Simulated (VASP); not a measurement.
Calculation: optB86b-vdW, VASP's PBE PAW potentials (set 64) (plane waves; VASP).

The input files of a VASP run:

File POSCAR:
```
SnTe
1
    0.0000000000     3.1781982650     3.1781982650
    3.1781982650     0.0000000000     3.1781982650
    3.1781982650     3.1781982650     0.0000000000
Sn Te
1 1
Direct
  0.0000000000   0.0000000000   0.0000000000
  0.5000000000   0.5000000000   0.5000000000
```

KPOINTS:
```
Automatic mesh
0
Gamma
7 7 7
0 0 0
```

### INCAR
```
# general
SYSTEM    =  SnTe
PREC      =  Accurate
ENCUT     =  520
LREAL     =  .FALSE.
LASPH     =  .TRUE.

# electronic loop
EDIFF     =  1E-7
NELM      =  100
ALGO      =  Normal
LMAXMIX   =  4

# smearing
ISMEAR    =  0
SIGMA     =  0.05

# functional
GGA       =  MK
LUSE_VDW  =  .TRUE.
AGGAC     =  0.0
PARAM1    =  0.1234
PARAM2    =  1.0

# ions
ISIF      =  2

# output
LWAVE     =  .FALSE.
LCHARG    =  .FALSE.
```

POTCAR, in this order: Sn_d Te (PBE.64 set). Program: vasp_std.

The run wrote:

File OSZICAR:
```
       N       E                     dE             d eps       ncg     rms          rms(c)
DAV:   1     0.126925397462E+03    0.12693E+03   -0.97738E+03   560   0.162E+03
DAV:   2     0.705280026736E+01   -0.11987E+03   -0.11760E+03   602   0.359E+02
DAV:   3    -0.242651394829E+01   -0.94793E+01   -0.94476E+01   734   0.942E+01
DAV:   4    -0.268052661502E+01   -0.25401E+00   -0.25383E+00   636   0.170E+01
DAV:   5    -0.269083563613E+01   -0.10309E-01   -0.10309E-01   828   0.316E+00    0.436E+00
DAV:   6    -0.263116183075E+01    0.59674E-01   -0.16208E-01   668   0.301E+00    0.275E+00
DAV:   7    -0.263371496248E+01   -0.25531E-02   -0.51828E-02   704   0.125E+00    0.862E-01
DAV:   8    -0.263445655628E+01   -0.74159E-03   -0.65697E-03   626   0.762E-01    0.153E-01
DAV:   9    -0.263458093599E+01   -0.12438E-03   -0.56702E-04   692   0.248E-01    0.318E-02
DAV:  10    -0.263459503420E+01   -0.14098E-04   -0.67671E-05   578   0.717E-02    0.224E-02
DAV:  11    -0.263460276661E+01   -0.77324E-05   -0.32905E-05   590   0.488E-02    0.222E-02
DAV:  12    -0.263460264795E+01    0.11867E-06   -0.21118E-06   722   0.932E-03    0.107E-02
DAV:  13    -0.263460236732E+01    0.28062E-06   -0.21411E-07   544   0.321E-03    0.455E-03
DAV:  14    -0.263460229143E+01    0.75892E-07   -0.33186E-07   478   0.660E-03
   1 F= -.26346023E+01 E0= -.26346023E+01  d E =-.176664E-10
```

File OUTCAR:
```
------------------------ aborting loop because EDIFF is reached ----------------------------------------
  FORCE on cell =-STRESS in cart. coord.  units (eV):
  Direction    XX          YY          ZZ          XY          YZ          ZX
  --------------------------------------------------------------------------------------
  Total       -0.0031423     -0.0031423     -0.0031423      0.0000000      0.0000000      0.0000000
  in kB       -0.0784132     -0.0784132     -0.0784132      0.0000000      0.0000000      0.0000000
  external PRESSURE =      -0.0784132 kB  Pullay stress =       0.0000000 kB
  volume of cell :       64.21
      direct lattice vectors                 reciprocal lattice vectors
     0.000000000  3.178198265  3.178198265    -0.157321840  0.157321840  0.157321840
     3.178198265  0.000000000  3.178198265     0.157321840 -0.157321840  0.157321840
     3.178198265  3.178198265  0.000000000     0.157321840  0.157321840 -0.157321840
 POSITION                                       TOTAL-FORCE (eV/Angst)
 -----------------------------------------------------------------------------------
      0.00000      0.00000      0.00000        -0.000000     -0.000000      0.000000
      3.17820      3.17820      3.17820         0.000000      0.000000     -0.000000
 -----------------------------------------------------------------------------------
    total drift:                               -0.000000      0.000000      0.000000
  FREE ENERGIE OF THE ION-ELECTRON SYSTEM (eV)
  ---------------------------------------------------
  free  energy   TOTEN  =        -2.6346022914 eV

  energy  without entropy=       -2.6346022914  energy(sigma->0) =       -2.63460229
```
(Selected blocks of OUTCAR.)

The compound is SnTe in the rock salt structure, which distorts at low temperature. It was relaxed first.
